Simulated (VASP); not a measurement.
VASP input:

**INCAR**
```
ALGO  =  Normal   ! blocked Davidson
ISIF  =  2
LCHARG  =  .FALSE.
LREAL  =  .FALSE.   ! projection in real space or not
EDIFF  =  1E-7
SYSTEM  =  GaAs
LMAXMIX  =  4   ! l cut-off of mixed one-centre charges
LMIXTAU  =  .TRUE.
LASPH  =  .TRUE.   ! aspherical one-centre terms
LWAVE  =  .FALSE.
ENCUT  =  480
ISMEAR  =  0   ! Gaussian
PREC  =  Accurate
NELM  =  100
SIGMA  =  0.05   ! width (eV)
METAGGA  =  R2SCAN
```

File POSCAR:
```
GaAs
1.0
  0.0000000000   2.8321258993   2.8321258993
  2.8321258993   0.0000000000   2.8321258993
  2.8321258993   2.8321258993   0.0000000000
Ga As
1 1
Direct
  1.0000000000   1.0000000000   1.0000000000
  0.2500000000   0.2500000000   0.2500000000
```

File KPOINTS:
```
K-points
0
G
8 8 8
0 0 0
```

POTCAR, in this order: Ga_d As (PBE.64 set). Program: vasp_std.

**Question.** Translate this r2SCAN calculation to Ansatz.

**Answer.** One equivalent input (not run):
Ansatz 0.2 input:
```yaml
crystal:
  lattice:
    - [0.0000000, 2.8321259, 2.8321259]
    - [2.8321259, 0.0000000, 2.8321259]
    - [2.8321259, 2.8321259, 0.0000000]
  atoms:
    - { symbol: Ga, position: [1.0000000, 1.0000000, 1.0000000] }
    - { symbol: As, position: [0.2500000, 0.2500000, 0.2500000] }
kpoints:
  mp_grid: { grid: [8, 8, 8] }
hamiltonian:
  xc: r2scan
  pseudopotentials: { kind: paw }
scf:
  occupations: { method: gaussian, width: 0.05 }
  max_iter: 100
output: { forces: true, stress: true, eigenvalues: true }
```
The two are equivalent in intent, not identical: each code has its own PAW files, so the cut-off isn't converted (ENCUT is set for VASP's; basis.ecutwfc is left out, and Ansatz then takes the one that its files recommend); Ansatz stops its SCF on the density residual and VASP on the energy change (EDIFF).

The compound is GaAs in the zinc blende structure. It was relaxed first.
